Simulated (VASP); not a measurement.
These are PBE GGA, VASP's PBE PAW potentials (set 64) (plane waves; VASP) values and carry that method's errors.

VASP ran on this input.

**KPOINTS**
```
Automatic mesh
0
Gamma
9 9 9
0 0 0
```

### INCAR
```
ALGO = Normal
EDIFF = 1E-6
ENCUT = 520
GGA = PE
ISIF = 2
ISMEAR = 0
LASPH = T
LCHARG = F
LREAL = F
LWAVE = F
NELM = 100
PREC = Accurate
SIGMA = 0.05
SYSTEM = BN
```

File POSCAR:
```
BN
1
    0.0000000000     1.8075000000     1.8075000000
    1.8075000000     0.0000000000     1.8075000000
    1.8075000000     1.8075000000     0.0000000000
B N
1 1
Direct
  0.0000000000   0.0000000000   0.0000000000
  0.2500000000   0.2500000000   0.2500000000
```

POTCAR, in this order: B N (PBE.64 set). Program: vasp_std.

Output of the run:

OSZICAR:
```
       N       E                     dE             d eps       ncg     rms          rms(c)
DAV:   1     0.112773015211E+02    0.11277E+02   -0.53448E+03   576   0.101E+03
DAV:   2    -0.181996663122E+02   -0.29477E+02   -0.28938E+02   760   0.175E+02
DAV:   3    -0.184146754798E+02   -0.21501E+00   -0.21501E+00   640   0.197E+01
DAV:   4    -0.184149073280E+02   -0.23185E-03   -0.23185E-03   792   0.544E-01
DAV:   5    -0.184149073704E+02   -0.42402E-07   -0.42402E-07   608   0.590E-03    0.670E+00
DAV:   6    -0.175375937394E+02    0.87731E+00   -0.34320E+00   696   0.136E+01    0.329E+00
DAV:   7    -0.174640904795E+02    0.73503E-01   -0.95560E-02   736   0.302E+00    0.191E+00
DAV:   8    -0.174494608114E+02    0.14630E-01   -0.41638E-02   648   0.187E+00    0.193E-01
DAV:   9    -0.174496773721E+02   -0.21656E-03   -0.55928E-04   584   0.256E-01    0.763E-02
DAV:  10    -0.174497531867E+02   -0.75815E-04   -0.13894E-04   784   0.119E-01    0.155E-02
DAV:  11    -0.174497578900E+02   -0.47033E-05   -0.75262E-06   648   0.271E-02    0.681E-03
DAV:  12    -0.174497578958E+02   -0.58218E-08   -0.12749E-06   296   0.957E-03
   1 F= -.17449758E+02 E0= -.17449758E+02  d E =-.147828E-12
```

**OUTCAR**
```
------------------------ aborting loop because EDIFF is reached ----------------------------------------
  FORCE on cell =-STRESS in cart. coord.  units (eV):
  Direction    XX          YY          ZZ          XY          YZ          ZX
  --------------------------------------------------------------------------------------
  Total        0.2431846      0.2431846      0.2431846      0.0000000      0.0000000     -0.0000000
  in kB       32.9899565     32.9899565     32.9899565      0.0000000      0.0000000     -0.0000000
  external PRESSURE =      32.9899565 kB  Pullay stress =       0.0000000 kB
  volume of cell :       11.81
      direct lattice vectors                 reciprocal lattice vectors
     0.000000000  1.807500000  1.807500000    -0.276625173  0.276625173  0.276625173
     1.807500000  0.000000000  1.807500000     0.276625173 -0.276625173  0.276625173
     1.807500000  1.807500000  0.000000000     0.276625173  0.276625173 -0.276625173
  FREE ENERGIE OF THE ION-ELECTRON SYSTEM (eV)
  ---------------------------------------------------
  free  energy   TOTEN  =       -17.4497578958 eV

  energy  without entropy=      -17.4497578958  energy(sigma->0) =      -17.44975790
```
(Selected blocks of OUTCAR.)

**OUTCAR**
```
 val. band max:        7.4029638069   @ k =   0.0000   0.0000   0.0000

 cond. band min:      12.0167459908   @ k =   0.4444   0.4444   0.0000


 Fermi energy:         7.6292462581

 k-point     1 :       0.0000    0.0000    0.0000
  band No.  band energies     occupation
      1     -12.8277      2.00000
      2       7.4030      2.00000
      3       7.4030      2.00000
      4       7.4030      2.00000
      5      16.2228      0.00000
      6      16.2228      0.00000
      7      16.2228      0.00000
      8      17.7523      0.00000

 k-point     2 :       0.1111    0.0000    0.0000
  band No.  band energies     occupation
      1     -12.5278      2.00000
      2       5.8729      2.00000
      3       7.0950      2.00000
      4       7.0950      2.00000
      5      16.5393      0.00000
      6      16.6873      0.00000
      7      16.6873      0.00000
      8      18.7127      0.00000

 k-point     3 :       0.2222    0.0000    0.0000
  band No.  band energies     occupation
      1     -11.6500      2.00000
      2       2.7554      2.00000
      3       6.4414      2.00000
      4       6.4414      2.00000
      5      16.9512      0.00000
      6      17.5653      0.00000
      7      17.5653      0.00000
      8      20.5618      0.00000

 k-point     4 :       0.3333    0.0000    0.0000
  band No.  band energies     occupation
      1     -10.2946      2.00000
      2      -0.4643      2.00000
      3       5.8420      2.00000
      4       5.8420      2.00000
      5      17.3119      0.00000
      6      18.0551      0.00000
      7      18.0551      0.00000
      8      21.9384      0.00000

 k-point     5 :       0.4444    0.0000    0.0000
  band No.  band energies     occupation
      1      -8.8887      2.00000
      2      -2.8795      2.00000
      3       5.5062      2.00000
      4       5.5062      2.00000
      5      17.5212      0.00000
      6      18.1140      0.00000
      7      18.1140      0.00000
...
```

The compound is BN in the zinc blende structure. The cell was not relaxed at this level.
